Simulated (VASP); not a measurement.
Here is the system:

```
CELL_PARAMETERS angstrom
      0.00000     2.66537     2.66537
      2.66537     0.00000     2.66537
      2.66537     2.66537     0.00000
ATOMIC_POSITIONS crystal
  Si 0.25000 0.25000 0.25000
  Si 0.75000 0.75000 0.75000
  Ni 0.00000 0.00000 0.00000
```

All values below come from SCAN meta-GGA, VASP's PBE PAW potentials (set 64) (plane waves; VASP). Settings: 520 eV cut-off, 10×10×10 Γ-centred mesh, first-order Methfessel-Paxton smearing of 0.10 eV, potentials Si Ni.

Task: Estimate the energy per atom (σ→0), pressure, band gap (on the k-mesh) with the smallest direct gap where there is one.

Result: 
- band gap (on the k-mesh) = none (metal, semimetal or under 0.01 eV)
- energy per atom (σ→0) = -12.388 eV/atom
- pressure = 4.94 GPa

Total energies compare only between runs with the same potentials, cut-off and functional.

The compound is NiSi2 in the fluorite structure. This cell is one point of a volume scan, at 0.97 of the reference volume. The run is not spin-polarised, so no magnetic state was tried.
